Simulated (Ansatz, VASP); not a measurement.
# TmSb: VASP beside Ansatz, part 3 of 3

One calculation is typed for both programs; each brings its own data sets. How far apart do they land? Of the first pair: The cell is a member of a volume series, scaled by 0.96 from a relaxed one, so a pressure remains. Valence electrons are named where the data sets of a main pair hold unlike numbers.

VASP 6.6.1 and Ansatz 0.2.0.

So far. Step 6 (VASP: single point, LDA, DFT+U): The run ends at a pressure of 0.14 GPa. Step 7 (Ansatz: single point, LDA, DFT+U): The run ends at a pressure of 1.42 GPa.

In doubt: a part-filled 4f shell, where there is one, can sit in one of many states (step 10), so energies may not be the lowest and differences between runs may mislead; derivatives with an open 4f shell can jump between states (step 10), which bears on forces and vibrations.

**10. Ansatz: single point, LDA, DFT+U, volume scaled by 1.04**

Level of this step: Ansatz beside VASP: Kohn-Sham DFT, plane waves, LDA, DFT+U (Ansatz).

With cell and atoms fixed, the geometry can't cause a difference; cores, projectors, grids and the points listed under the comparison can. The cell compared in this pair holds 58.23 Å³, against 55.99 Å³ for the pair before.

The cell is a member of a volume series, scaled by 1.04 from a relaxed one, so a pressure remains.

Contents of input.yaml:

```yaml
crystal:
  lattice:
    - [0.0, 3.0763574738, 3.0763574738]
    - [3.0763574738, 0.0, 3.0763574738]
    - [3.0763574738, 3.0763574738, 0.0]
  atoms:
    - { symbol: Tm, position: [0.5, 0.5, 0.5], spin: 1.537 }
    - { symbol: Sb, position: [0.0, 0.0, 0.0], spin: 0.025 }
hamiltonian:
  xc: lda
  pseudopotentials: { kind: paw }
  hubbard: { sites: [{ species: Tm, l: f, u_eff: 7.0 }] }
magnetization:
  spin_polarized: true
kpoints:
  mp_grid: { grid: [6, 6, 6] }
scf:
  occupations: { method: gaussian, width: 0.05 }
  n_extra_bands: 6
output:
  forces: true
  stress: true
  eigenvalues: true
```

Started as:

```
$ ansatz run input.yaml --threads 2 --pin off --max-ram 4608MiB --backend cpu --events-out ev --progress --plain --runs-dir out
```

Numbers of over 12 decimals in the logs are rounded to 6 here.

Log:

```text
[...]
Crystal: 2 atoms, lattice volume = 58.229 Å³
Basis set: ecut = 420 eV, 1139 PW (Γ)
Bands: 26, of which v1, the nominal top of the filled ones, is band 19 counted from 1 (18 counted from 0)
Symmetry: 48 space group operations
[...]
k-points: 16 of 216
[...]
Starting moments: Σ|m| = 0.025 μB on 1 of 2 sites
[...]
k-point 1 ↑: bands = [... 15 lower, 8.0984, 8.0984, 9.9338, 10.8528, 10.8528, 13.3371, 13.5220, 13.5220, ... 2 higher]
  k-point 2 ↑: bands = [... 15 lower, 8.1749, 8.1749, 8.4088, 9.8336, 9.8336, 13.7324, 14.5465, 14.5465, ... 2 higher]
  k-point 15 ↓: bands = [... 15 lower, 8.9925, 9.0134, 9.3124, 9.3989, 13.1416, 14.3909, 15.5713, 15.7595, ... 2 higher]
Occupation matrices written to <dir>
[key lines of the parts left out:]
SCF converged after 34 iterations (23 of them in the search for the orbital order of the open f shells)
Magnetization: 1.1751 μB (19.5876 up, 18.4124 down)
Free energy (F): -19018.952252 eV
Fermi energy:    10.105738 eV
P = ⅓ Tr σ = -0.4151 GPa (-4.151 kbar)
```

Run time: 47 s. Hardware: 2 threads of Arm Neoverse V2, shared host; peak memory 0.39 GiB.

The run ends at a pressure of -0.42 GPa.

**11. VASP: single point, LDA, DFT+U, volume scaled by 1.04**

The same cell, functional (in two slightly different forms), mesh and smearing now go to VASP, with its own data sets.

Contents of INCAR:

```
SYSTEM = TmSb
PREC = Accurate
ENCUT = 450
EDIFF = 1E-06
NELM = 150
ISMEAR = 0
SIGMA = 0.05
LREAL = .FALSE.
ALGO = Normal
GGA = CA
NBANDS = 21
ISPIN = 2
MAGMOM = 1.537 0.025
LDAU = .TRUE.
LDAUTYPE = 2
LDAUL = 3 -1
LDAUU = 7 0
LDAUJ = 0 0
LDAUPRINT = 1
LASPH = .TRUE.
LMAXMIX = 6
AMIX = 0.2
BMIX = 1E-04
AMIX_MAG = 0.8
BMIX_MAG = 1E-04
LORBIT = 11
LWAVE = .FALSE.
LCHARG = .FALSE.
KPAR = 2
ISIF = 2
```

Contents of POSCAR:

```
TmSb
1.0
    0.0000000000      3.0763574738      3.0763574738
    3.0763574738      0.0000000000      3.0763574738
    3.0763574738      3.0763574738      0.0000000000
Tm Sb
1 1
Direct
    0.5000000000      0.5000000000      0.5000000000
    0.0000000000      0.0000000000      0.0000000000
```

Contents of KPOINTS:

```
Automatic mesh
0
Gamma
6 6 6
0 0 0
```

The projector-augmented-wave data sets are Tm and Sb (PBE family, release 64).

Started as:

```
$ mpirun -np 2 vasp_std
```

Log:

```text
[... set-up lines as in an earlier step ...]
 entering main loop
       N       E                     dE             d eps       ncg     rms          rms(c)
DAV:   1     0.164867044466E+03    0.16487E+03   -0.87343E+03  1826   0.657E+03
DAV:   2     0.216971000363E+02   -0.14317E+03   -0.13733E+03  1779   0.741E+02
DAV:   3    -0.270660665363E+01   -0.24404E+02   -0.24016E+02  1896   0.139E+02
DAV:   4    -0.742660113795E+01   -0.47200E+01   -0.46544E+01  2596   0.489E+01
[...]
DAV:  36    -0.821992487437E+01    0.30648E-05   -0.10237E-05  2035   0.598E-02    0.445E-02
DAV:  37    -0.821992204587E+01    0.28285E-05   -0.16754E-05  1974   0.585E-02    0.487E-02
DAV:  38    -0.821992199206E+01    0.53804E-07   -0.26612E-06  1081   0.222E-02
   1 F= -.82199220E+01 E0= -.82064615E+01  d E =-.269209E-01  mag=     1.6428
```

From OUTCAR (step 11):

```text
  Total       -0.7455182     -0.7455182     -0.7455182      0.0000000      0.0000000     -0.0000000
  in kB      -20.5129644    -20.5129644    -20.5129644      0.0000000      0.0000000     -0.0000000
  external PRESSURE =     -20.5129644 kB  Pullay stress =       0.0000000 kB

 POSITION                                       TOTAL-FORCE (eV/Angst)
 -----------------------------------------------------------------------------------
      3.07636      3.07636      3.07636         0.000000      0.000000     -0.000000
      0.00000      0.00000      0.00000        -0.000000     -0.000000      0.000000
 -----------------------------------------------------------------------------------
    total drift:                                0.000000     -0.000000      0.000000

  FREE ENERGIE OF THE ION-ELECTRON SYSTEM (eV)
  ---------------------------------------------------
  free  energy   TOTEN  =        -8.2199219921 eV

  energy  without entropy=       -8.1930010970  energy(sigma->0) =       -8.20646154

 magnetization (x)
# of ion       s       p       d       f       tot
--------------------------------------------------
    1        0.003  -0.011   0.026   1.507   1.525
    2        0.001   0.028   0.001   0.000   0.030
--------------------------------------------------
tot          0.003   0.018   0.027   1.507   1.555

[... 1 part as in an earlier step ...]

[... 2 further parts left out ...]
[key lines of the parts left out:]
E-fermi :   3.7005
```

The run ends at a pressure of -2.05 GPa.

**12. Differences**

What differs besides the data sets and the points named for the pairs above, as far as they apply: the data sets hold 38 valence electrons in Ansatz (on its default PAW (the set named soft_2) files) and 28 in VASP. Total energies have different zeros and are not compared.

Both answers:

```csv
quantity,Ansatz,VASP,difference
pressure (GPa),-0.42,-2.05,+1.64
pressure without Ansatz's Pulay correction (GPa),-0.48,-2.05,+1.57
total moment (μB),1.18,1.64,-0.47
moment on Tm1 (μB),1.07,1.52,-0.45
```

VASP's last cycles still show a density residual of 5e-03, so its state may not be settled. By their total or site moments the two runs ended in different magnetic states; the other differences may follow from that, so they don't measure the programs' precision. Ansatz's pressure holds a Pulay correction of 0.06 GPa; VASP's holds none.

**13. What the set-up changes**

Further runs change the set-up of one program: Ansatz's method, potentials or start, or VASP's data sets, cutoff or form of LDA. The table gives Ansatz less VASP for each quantity, since a change that brings one quantity closer may part another.

```csv
run,pressure (GPa),total moment (μB),pressure without Ansatz's Pulay correction (GPa)
as above,1.6,-0.47,1.6
"a start from the moments at which VASP ended, with Ansatz's search for lower states switched off",0.073,-0.11,
cores kept as stored,1.6,-0.47,1.5
```

**14. Results**

```yaml
difference_in_total_moment_single_point_lda_dft_u_volume_scaled_by_0p96: -0.49 μB
difference_in_total_moment_single_point_lda_dft_u: -0.46 μB
difference_in_total_moment_single_point_lda_dft_u_volume_scaled_by_1p04: -0.47 μB
```

What this shows: The difference in total moment is -0.49 μB (single point, LDA, DFT+U, volume scaled by 0.96). The data sets hold unlike numbers of valence electrons (38 in Ansatz and 28 in VASP), so part of the differences comes from the potentials. The runs of the single point, LDA, DFT+U, volume scaled by 0.96 pair ended with unlike moments, so it says little about numerical agreement. For single point, LDA, DFT+U, volume scaled by 0.96, no further run moves any of the tabulated differences by more than a quarter of its size. The runs of the single point, LDA, DFT+U pair ended with unlike moments, so it says little about numerical agreement. For single point, LDA, DFT+U, no further run moves any of the tabulated differences by more than a quarter of its size. The runs of the single point, LDA, DFT+U, volume scaled by 1.04 pair ended with unlike moments, so it says little about numerical agreement. 6 further runs of this series are not shown here. How closely two codes agree says nothing of how well the functional describes the real material.

[Lines on the potential files, build, host, timing and source positions are cut from VASP's logs without a mark.]

[Logs are printed without paths, hosts, clocks, repeated set-up lines and the standing remarks that a program may print on its own settings, such as how far it seeks lower states.]

[Hosts, paths, dates, database ids (printed as entryN), source tags and the programs' standing remarks are cut or masked in the printed files.]
